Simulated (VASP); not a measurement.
# FeCl3 (Pm-3m) in VASP: single point with LDA+U

Aim: the single point of FeCl3 with LDA+U.

Everything below comes from runs of VASP 6.6.1. Logs are shortened: lines on timing, memory, paths and dates and some standing lists are left out, and cuts for length are marked.

### Step 1. Starting point

Symmetry: Pm-3m, No. 221, cubic system. Conventional cell: a = 4.943 Å, b = 4.943 Å, c = 4.943 Å, α = 90.00°, β = 90.00°, γ = 90.00°. Fe (site symmetry m-3m) is surrounded by 6 Cl at 2.47 Å. Cl (site symmetry 4/mmm) is surrounded by 2 Fe at 2.47 Å.

The cell comes from a database or a generator and needn't be the stable form of this composition.

### Step 2. Single point, LDA+U, collinear spin, typed start

INCAR

```
  PREC = Accurate
  ENCUT = 520
  EDIFF = 1E-6
  ISMEAR = 0
  SIGMA = 0.05
  LREAL = False
  LASPH = True
  NELM = 150
  ALGO = Normal
  ISIF = 2
  LWAVE = False
  LCHARG = True
  ISPIN = 2
  MAGMOM = 5 0 0 0
  LORBIT = 11
  LMAXMIX = 4
  LDAU = True
  LDAUTYPE = 2
  LDAUL = 2 -1
  LDAUU = 7 0
  LDAUJ = 0 0
  LDAUPRINT = 1
  GGA = CA
  LELF = True
  LVHAR = True
  NBANDS = 26
```

KPOINTS

```
regular mesh
0
Gamma
  4 4 4
```

POSCAR

```
FeCl3
1.0
    4.9425175000      0.0000000000      0.0000000000
    0.0000000000      4.9425175000      0.0000000000
    0.0000000000      0.0000000000      4.9425175000
Fe Cl
1 3
Direct
    0.0000000000      0.0000000000      0.0000000000
    0.5000000000      0.0000000000      0.0000000000
    0.0000000000      0.0000000000      0.5000000000
    0.0000000000      0.5000000000      0.0000000000
```

Potentials or basis: VASP PAW LDA potentials, release 64 (Fe, Cl).

Launch:

```bash
cat potpaw_LDA.64/Fe/POTCAR potpaw_LDA.64/Cl/POTCAR > POTCAR
mpirun -np 1 vasp_std > vasp.out
```

OUTCAR:

```text
PREC = Accurate
   ENCUT = 520
   EDIFF = 1E-6
   ISMEAR = 0
   LREAL = False
   LASPH = True
   NELM = 150
   ISIF = 2
   ISPIN = 2
   LORBIT = 11
   GGA = CA

 ion  position               nearest neighbor table
   1  0.000  0.000  0.000-   2 2.47   3 2.47   4 2.47   3 2.47   4 2.47   2 2.47
   2  0.500  0.000  0.000-   1 2.47   1 2.47
   3  0.000  0.000  0.500-   1 2.47   1 2.47
   4  0.000  0.500  0.000-   1 2.47   1 2.47

  LATTYP: Found a simple cubic cell.
 ALAT       =     4.9425175000

  Lattice vectors:

 A1 = (   4.9425175000,   0.0000000000,   0.0000000000)
 A2 = (   0.0000000000,   4.9425175000,   0.0000000000)
 A3 = (   0.0000000000,   0.0000000000,   4.9425175000)

Analysis of symmetry for initial positions (statically):
=====================================================================
 Subroutine PRICEL returns:
 Original cell was already a primitive cell.

 Routine SETGRP: Setting up the symmetry group for a
 simple cubic supercell.

 Subroutine GETGRP returns: Found 48 space group operations
 (whereof 48 operations were pure point group operations)
 out of a pool of 48 trial point group operations.

The static configuration has the point symmetry O_h .

Analysis of symmetry for dynamics (positions and initial velocities):
=====================================================================
 Subroutine PRICEL returns:
 Original cell was already a primitive cell.

 Routine SETGRP: Setting up the symmetry group for a
 simple cubic supercell.

 Subroutine GETGRP returns: Found 48 space group operations
 (whereof 48 operations were pure point group operations)
 out of a pool of 48 trial point group operations.

The dynamic configuration has the point symmetry O_h .

Analysis of structural, dynamic, and magnetic symmetry:
=====================================================================
 Subroutine PRICEL returns:
 Original cell was already a primitive cell.

 Routine SETGRP: Setting up the symmetry group for a
 simple cubic supercell.

 Subroutine GETGRP returns: Found 48 space group operations
 (whereof 48 operations were pure point group operations)
 out of a pool of 48 trial point group operations.

The overall configuration has the point symmetry O_h .

 Subroutine INISYM returns: Found 48 space group operations
 (whereof 48 operations are pure point group operations),
 and found     1 'primitive' translations

----------------------------------------------------------------------------------------

                                     Primitive cell

  volume of cell :     120.7382

  direct lattice vectors                    reciprocal lattice vectors
     4.942517500  0.000000000  0.000000000     0.202326041  0.000000000  0.000000000
     0.000000000  4.942517500  0.000000000     0.000000000  0.202326041  0.000000000
     0.000000000  0.000000000  4.942517500     0.000000000  0.000000000  0.202326041

  length of vectors
     4.942517500  4.942517500  4.942517500     0.202326041  0.202326041  0.202326041

  position of ions in fractional coordinates (direct lattice)
     0.000000000  0.000000000  0.000000000
     0.500000000  0.000000000  0.000000000
     0.000000000  0.000000000  0.500000000
     0.000000000  0.500000000  0.000000000

  ion indices of the primitive-cell ions
   primitive index   ion index
                 1           1
                 2           2
                 3           3
                 4           4

----------------------------------------------------------------------------------------

 KPOINTS: regular mesh

Automatic generation of k-mesh.
 Grid dimensions read from file:
 generate k-points for:    4    4    4

 Generating k-lattice:

  Cartesian coordinates                     Fractional coordinates (reciprocal lattice)
     0.050581510  0.000000000  0.000000000     0.250000000  0.000000000  0.000000000
     0.000000000  0.050581510  0.000000000     0.000000000  0.250000000  0.000000000
     0.000000000  0.000000000  0.050581510     0.000000000  0.000000000  0.250000000

  Length of vectors
[... 23 lines left out ...]
   number of dos      NEDOS =    301   number of ions     NIONS =      4
   total plane-waves  NPLWV =  64000
   dimension x,y,z NGX =    40 NGY =   40 NGZ =   40
   dimension x,y,z NGXF=    80 NGYF=   80 NGZF=   80
   ions per type =               1   3
   NGX,Y,Z   is equivalent  to a cutoff of  13.45, 13.45, 13.45 a.u.
   NGXF,Y,Z  is equivalent  to a cutoff of  26.91, 26.91, 26.91 a.u.
 SYSTEM =  unknown system
   PREC   = accura    normal or accurate (medium, high low for compatibility)
   ISTART =      0    job   : 0-new  1-cont  2-samecut
   ICHARG =      2    charge: 1-file 2-atom 10-const
   ISPIN  =      2    spin polarized calculation?
   LNONCOLLINEAR =      F non collinear calculations
   LSORBIT =      F    spin-orbit coupling
   LASPH  =      T    aspherical Exc in radial PAW
   ENCUT  =  520.0 eV  38.22 Ry    6.18 a.u.   9.19  9.19  9.19*2*pi/ulx,y,z
   NELM   =    150;   NELMIN=  2; NELMDL= -5     # of ELM steps
   EDIFF  = 0.1E-05   stopping-criterion for ELM
   LREAL  =      F    real-space projection
   EDIFFG = 0.1E-04   stopping-criterion for IOM
   NSW    =      0    number of steps for IOM
   IBRION =     -1    ionic relax: 0-MD 1-quasi-New 2-CG
   NFREE  =      0    steps in history (QN), initial steepest desc. (CG)
   ISIF   =      2    stress and relaxation
   ISYM   =      2    0-nonsym 1-usesym 2-fastsym
   POTIM  = 0.5000    time-step for ionic-motion
   TEBEG  =    0.0;   TEEND  =   0.0 temperature during run
   PSTRESS=    0.0 pullay stress
   NELECT =      29.0000    total number of electrons
   NUPDOWN=      -1.0000    fix difference up-down
   EMIN   =  10.00;   EMAX   =-10.00  energy-range for DOS
   EFERMI =   0.00;   METHOD = LEGACY
   ISMEAR =     0;   SIGMA  =   0.05  broadening in eV -4-tet -1-fermi 0-gaus
   EFERMI_NEDOS =   21; number of points for ismear=-14 and -15
   IALGO  =     38    algorithm
   IMIX   =      4    mixing-type and parameters
     AMIX     =   0.40;   BMIX     =  1.00
     AMIX_MAG =   1.60;   BMIX_MAG =  1.00
  volume/ion in A,a.u.               =      30.18       203.70
  Fermi-wavevector in a.u.,A,eV,Ry     =   1.017636  1.923054 14.089972  1.035584
  Thomas-Fermi vector in A             =   2.151048
   LORBIT       =     11    0 simple, 1 ext, 2 COOP (PROOUT), +10 PAW based schemes
 LDA+U is selected, type is set to LDAUTYPE =  2
   angular momentum for each species LDAUL =     2   -1
   U (eV)           for each species LDAUU =   7.0  0.0
   J (eV)           for each species LDAUJ =   0.0  0.0
   GGA     = CA    functional components
   LHFCALC =     F    Hartree Fock is set to
   AEXX    =    0.0000 exact exchange contribution
   IVDW    =     0    specifies the selected vdW correction
   LEPSILON=     F    determine dielectric tensor
   LRPA    =     F    only Hartree local field effects (RPA)
 spin polarized calculation
 Gauss-broadening in eV      SIGMA  =   0.05
  energy-cutoff  :      520.00
  volume of cell :      120.74
 maximum number of plane-waves:      3294
 NGX is ok and might be reduce to    40
   NGX = 19   NGY = 19   NGZ = 19

atom =   1  type =  1  l = 2

 onsite density matrix

spin component  1

  0.9779  0.0000 -0.0000  0.0000 -0.0000
  0.0000  0.9779  0.0000 -0.0000 -0.0000
 -0.0000  0.0000  1.0200 -0.0000  0.0000
  0.0000 -0.0000 -0.0000  0.9779  0.0000
 -0.0000 -0.0000  0.0000  0.0000  1.0200

spin component  2

  0.0993 -0.0000  0.0000 -0.0000  0.0000
 -0.0000  0.0993 -0.0000  0.0000  0.0000
  0.0000 -0.0000  0.2086  0.0000 -0.0000
 -0.0000  0.0000  0.0000  0.0993 -0.0000
  0.0000  0.0000 -0.0000 -0.0000  0.2086

 occupancies and eigenvectors

  o =  0.0993  v =  0.0000  0.0000  0.0000  0.0000  0.0000  1.0000  0.0000  0.0000  0.0000  0.0000      0.0000  0.0000  0.0000  0.0000  0.0000  0.0000  0.0000  0.0000  0.0000  0.0000
  o =  0.0993  v =  0.0000  0.0000  0.0000  0.0000  0.0000  0.0000  0.0289 -0.0000 -0.9996 -0.0000      0.0000  0.0000  0.0000  0.0000  0.0000  0.0000  0.0000  0.0000  0.0000  0.0000
  o =  0.0993  v =  0.0000  0.0000  0.0000  0.0000  0.0000  0.0000  0.9996 -0.0000  0.0289 -0.0000      0.0000  0.0000  0.0000  0.0000  0.0000  0.0000  0.0000  0.0000  0.0000  0.0000
  o =  0.2086  v =  0.0000  0.0000  0.0000  0.0000  0.0000  0.0000  0.0000  0.0119 -0.0000  0.9999      0.0000  0.0000  0.0000  0.0000  0.0000  0.0000  0.0000  0.0000  0.0000  0.0000
  o =  0.2086  v =  0.0000  0.0000  0.0000  0.0000  0.0000  0.0000 -0.0000 -0.9999 -0.0000  0.0119      0.0000  0.0000  0.0000  0.0000  0.0000  0.0000  0.0000  0.0000  0.0000  0.0000
  o =  0.9779  v =  0.0000  0.8625 -0.0000 -0.5061 -0.0000  0.0000  0.0000  0.0000  0.0000  0.0000      0.0000  0.0000  0.0000  0.0000  0.0000  0.0000  0.0000  0.0000  0.0000  0.0000
  o =  0.9779  v =  0.0000 -0.5061  0.0000 -0.8625 -0.0000  0.0000  0.0000  0.0000  0.0000  0.0000      0.0000  0.0000  0.0000  0.0000  0.0000  0.0000  0.0000  0.0000  0.0000  0.0000
  o =  0.9779  v =  1.0000  0.0000  0.0000  0.0000  0.0000  0.0000  0.0000  0.0000  0.0000  0.0000      0.0000  0.0000  0.0000  0.0000  0.0000  0.0000  0.0000  0.0000  0.0000  0.0000
  o =  1.0200  v =  0.0000 -0.0000 -0.7071 -0.0000  0.7071  0.0000  0.0000  0.0000  0.0000  0.0000      0.0000  0.0000  0.0000  0.0000  0.0000  0.0000  0.0000  0.0000  0.0000  0.0000
  o =  1.0200  v =  0.0000  0.0000  0.7071 -0.0000  0.7071  0.0000  0.0000  0.0000  0.0000  0.0000      0.0000  0.0000  0.0000  0.0000  0.0000  0.0000  0.0000  0.0000  0.0000  0.0000

 number of electron      28.9999997 magnetization       5.0000007

 Free energy of the ion-electron system (eV)
  ---------------------------------------------------
  ext. energy  EPLUGINS =         0.00000000
  ---------------------------------------------------
  free energy    TOTEN  =       -14.08163015 eV

  energy without entropy =      -14.08138905  energy(sigma->0) =      -14.08150960

 E-fermi :  -1.3044     XC(G=0):  -7.8960

 val. band max:       -1.3890168376   @ k =   0.5000   0.5000   0.5000
 cond. band min:      -1.2182425768   @ k =   0.0000   0.0000   0.0000
 fundamental gap:      0.1707742608
 Fermi energy:        -1.3043762314

 spin component 1

 k-point     1 :       0.0000    0.0000    0.0000
  band No.  band energies     occupation
      1     -15.6207      1.00000
      2     -14.9455      1.00000
      3     -14.9455      1.00000
      4     -10.4213      1.00000
      5     -10.4213      1.00000
      6     -10.4213      1.00000
[... 279 lines left out ...]
     25      10.3805      0.00000
     26      10.5163      0.00000
 Fermi energy:        -1.3043762314

 spin component 2

 k-point     1 :       0.0000    0.0000    0.0000
  band No.  band energies     occupation
      1     -15.3825      1.00000
      2     -14.4443      1.00000
      3     -14.4443      1.00000
      4      -4.8345      1.00000
      5      -4.8345      1.00000
      6      -4.8345      1.00000
[... 279 lines left out ...]
     25      10.4672      0.00000
     26      10.8253      0.00000

------------------------ aborting loop because EDIFF is reached ----------------------------------------

  FORCE on cell =-STRESS in cart. coord.  units (eV):
  Direction    XX          YY          ZZ          XY          YZ          ZX
  --------------------------------------------------------------------------------------
  -------------------------------------------------------------------------------------
  Total       -5.0405869     -5.0405869     -5.0405869     -0.0000000      0.0000000      0.0000000
  in kB      -66.8878202    -66.8878202    -66.8878202     -0.0000000      0.0000000      0.0000000
  external PRESSURE =     -66.8878202 kB  Pullay stress =       0.0000000 kB

 VOLUME and BASIS-vectors are now :
 -----------------------------------------------------------------------------
  energy-cutoff  :      520.00
  volume of cell :      120.74
      direct lattice vectors                 reciprocal lattice vectors
     4.942517500  0.000000000  0.000000000     0.202326041  0.000000000  0.000000000
     0.000000000  4.942517500  0.000000000     0.000000000  0.202326041  0.000000000
     0.000000000  0.000000000  4.942517500     0.000000000  0.000000000  0.202326041

 POSITION                                       TOTAL-FORCE (eV/Angst)
 -----------------------------------------------------------------------------------
      0.00000      0.00000      0.00000         0.000000      0.000000      0.000000
      2.47126      0.00000      0.00000         0.000000      0.000000      0.000000
      0.00000      0.00000      2.47126         0.000000      0.000000      0.000000
      0.00000      2.47126      0.00000         0.000000      0.000000      0.000000
 -----------------------------------------------------------------------------------
    total drift:                                0.000000      0.000000     -0.000000

  FREE ENERGIE OF THE ION-ELECTRON SYSTEM (eV)
  ---------------------------------------------------
  free  energy   TOTEN  =       -14.0816301503 eV

  energy  without entropy=      -14.0813890484  energy(sigma->0) =      -14.08150960

 total charge

# of ion       s       p       d       tot
------------------------------------------
    1        0.318   0.342   5.672   6.331
    2        1.590   3.480   0.000   5.070
    3        1.590   3.480   0.000   5.070
    4        1.590   3.480   0.000   5.070
--------------------------------------------------
tot          5.087  10.781   5.672  21.540

 magnetization (x)

# of ion       s       p       d       tot
------------------------------------------
    1        0.033   0.034   4.252   4.318
    2        0.007   0.164   0.000   0.172
    3        0.007   0.164   0.000   0.172
    4        0.007   0.164   0.000   0.172
--------------------------------------------------
tot          0.055   0.526   4.252   4.833
```

It took 56 s on 1 thread of Intel Xeon Platinum 8488C (Sapphire Rapids), shared host; peak memory 0.23 GiB.

Results:

```
Free energy                                           : -14.0816 eV
Pressure                                              : -6.7 GPa
Band gap on the k mesh                                : 0.17 eV, indirect (least direct gap 0.39 eV)
Net moment                                            : 5.00 μB per cell
Site moments                                          : Fe +4.32; Cl +0.17 μB
Valence electrons inside the program's atomic spheres : Fe 6.33; Cl 5.07
```

Levels at points of the mesh, in eV from the valence-band top:
Spin up:
```tsv
k point	band 14	band 15	band 16	band 17	band 18	band 19	band 20	band 21
(0.00, 0.00, 0.00)	-0.93	-0.81	-0.81	-0.81	2.01	6.14	8.54	8.54
(0.50, 0.00, 0.00)	-1.23	-1.09	-0.85	-0.85	4.65	8.05	8.14	8.39
(0.50, 0.50, 0.00)	-1.21	-1.21	-1.03	-0.19	6.72	7.21	7.21	8.67
(0.50, 0.50, 0.50)	-1.02	-0.19	-0.19	-0.19	6.26	6.26	6.26	7.20
```
Spin down:
| k point | band 9 | band 10 | band 11 | band 12 | band 13 | band 14 | band 15 | band 16 |
| --- | --- | --- | --- | --- | --- | --- | --- | --- |
| (0.00, 0.00, 0.00) | -0.75 | -0.61 | -0.61 | -0.61 | 0.17 | 0.17 | 0.56 | 0.56 |
| (0.50, 0.00, 0.00) | -1.49 | -0.91 | -0.66 | -0.66 | 0.17 | 0.57 | 0.80 | 1.22 |
| (0.50, 0.50, 0.00) | -1.47 | -1.25 | -1.25 | -0.01 | 0.39 | 1.22 | 1.22 | 1.34 |
| (0.50, 0.50, 0.50) | -2.52 | 0.00 | 0.00 | 0.00 | 1.35 | 1.35 | 1.35 | 2.45 |

Eigenvalues of the final occupation matrices:
```csv
site,spin,trace,eigenvalues
site 1 d,1,4.97,0.98 0.98 0.98 1.02 1.02
site 1 d,2,0.72,0.10 0.10 0.10 0.21 0.21
```

Caveat: a cell with one magnetic atom can't hold antiferromagnetic order, which such compounds often take. A k mesh can miss the band edges.
